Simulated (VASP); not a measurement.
Here is the system:

```yaml
crystal:
  lattice:
    - [0.00000, 2.57000, 2.57000]
    - [2.57000, 0.00000, 2.57000]
    - [2.57000, 2.57000, 0.00000]
  atoms:
    - { symbol: Be, position: [0.00000, 0.00000, 0.00000] }
    - { symbol: Se, position: [0.25000, 0.25000, 0.25000] }
```

Calculation: G0W0 on PBE orbitals, VASP's PBE PAW potentials (set 64) (plane waves; VASP 6.6.1). Settings: PREC = Normal, 500 eV cut-off, 6×6×6 Γ-centred mesh, Gaussian smearing of 0.010 eV, potentials Be_sv_GW Se_GW.

The mesh is coarse and the basis finite, so the quasiparticle values are not converged.

NBANDS = 128, ENCUTGW = 180 eV, NOMEGA = 64. The PBE levels (eV) that the step starts from are:

```tsv
state	KS energy	filling
k1 (0.00, 0.00, 0.00), band 2	-10.55	2
k1 (0.00, 0.00, 0.00), band 3	3.24	2
k1 (0.00, 0.00, 0.00), band 4	3.24	2
k1 (0.00, 0.00, 0.00), band 5	3.24	2
k1 (0.00, 0.00, 0.00), band 6	7.66	0
k1 (0.00, 0.00, 0.00), band 7	8.23	0
k1 (0.00, 0.00, 0.00), band 8	8.23	0
k1 (0.00, 0.00, 0.00), band 9	8.23	0
k11 (0.50, 0.33, 0.00), band 2	-8.89	2
k11 (0.50, 0.33, 0.00), band 3	-1.49	2
k11 (0.50, 0.33, 0.00), band 4	0.03	2
k11 (0.50, 0.33, 0.00), band 5	0.88	2
k11 (0.50, 0.33, 0.00), band 6	6.73	0
k11 (0.50, 0.33, 0.00), band 7	8.81	0
k11 (0.50, 0.33, 0.00), band 8	13.03	0
k11 (0.50, 0.33, 0.00), band 9	13.18	0
k16 (-0.33, 0.50, 0.17), band 2	-8.73	2
k16 (-0.33, 0.50, 0.17), band 3	-1.41	2
k16 (-0.33, 0.50, 0.17), band 4	-0.19	2
k16 (-0.33, 0.50, 0.17), band 5	0.07	2
k16 (-0.33, 0.50, 0.17), band 6	7.84	0
k16 (-0.33, 0.50, 0.17), band 7	9.22	0
k16 (-0.33, 0.50, 0.17), band 8	12.15	0
k16 (-0.33, 0.50, 0.17), band 9	12.91	0
```

Question: Give the quasiparticle energies and renormalisation factors Z.

Answer: 
```json
[
 {"state": "k1 (0.00, 0.00, 0.00), band 2", "QP energy (eV)": "-11.92", "Z": "0.74"},
 {"state": "k1 (0.00, 0.00, 0.00), band 3", "QP energy (eV)": "2.25", "Z": "0.80"},
 {"state": "k1 (0.00, 0.00, 0.00), band 4", "QP energy (eV)": "2.25", "Z": "0.80"},
 {"state": "k1 (0.00, 0.00, 0.00), band 5", "QP energy (eV)": "2.25", "Z": "0.80"},
 {"state": "k1 (0.00, 0.00, 0.00), band 6", "QP energy (eV)": "8.25", "Z": "0.80"},
 {"state": "k1 (0.00, 0.00, 0.00), band 7", "QP energy (eV)": "8.81", "Z": "0.80"},
 {"state": "k1 (0.00, 0.00, 0.00), band 8", "QP energy (eV)": "8.81", "Z": "0.80"},
 {"state": "k1 (0.00, 0.00, 0.00), band 9", "QP energy (eV)": "8.81", "Z": "0.80"},
 {"state": "k11 (0.50, 0.33, 0.00), band 2", "QP energy (eV)": "-10.07", "Z": "0.74"},
 {"state": "k11 (0.50, 0.33, 0.00), band 3", "QP energy (eV)": "-2.81", "Z": "0.77"},
 {"state": "k11 (0.50, 0.33, 0.00), band 4", "QP energy (eV)": "-1.16", "Z": "0.78"},
 {"state": "k11 (0.50, 0.33, 0.00), band 5", "QP energy (eV)": "-0.25", "Z": "0.78"},
 {"state": "k11 (0.50, 0.33, 0.00), band 6", "QP energy (eV)": "7.07", "Z": "0.81"},
 {"state": "k11 (0.50, 0.33, 0.00), band 7", "QP energy (eV)": "9.21", "Z": "0.80"},
 {"state": "k11 (0.50, 0.33, 0.00), band 8", "QP energy (eV)": "13.74", "Z": "0.78"},
 {"state": "k11 (0.50, 0.33, 0.00), band 9", "QP energy (eV)": "13.90", "Z": "0.78"},
 {"state": "k16 (-0.33, 0.50, 0.17), band 2", "QP energy (eV)": "-9.89", "Z": "0.75"},
 {"state": "k16 (-0.33, 0.50, 0.17), band 3", "QP energy (eV)": "-2.75", "Z": "0.77"},
 {"state": "k16 (-0.33, 0.50, 0.17), band 4", "QP energy (eV)": "-1.40", "Z": "0.78"},
 {"state": "k16 (-0.33, 0.50, 0.17), band 5", "QP energy (eV)": "-1.09", "Z": "0.78"},
 {"state": "k16 (-0.33, 0.50, 0.17), band 6", "QP energy (eV)": "8.21", "Z": "0.81"},
 {"state": "k16 (-0.33, 0.50, 0.17), band 7", "QP energy (eV)": "9.65", "Z": "0.80"},
 {"state": "k16 (-0.33, 0.50, 0.17), band 8", "QP energy (eV)": "12.81", "Z": "0.78"},
 {"state": "k16 (-0.33, 0.50, 0.17), band 9", "QP energy (eV)": "13.58", "Z": "0.78"}
]
```
On the mesh the gap opens from 2.61 to 3.89 eV.

The compound is BeSe in the zinc blende structure. The cell was not relaxed at this level.
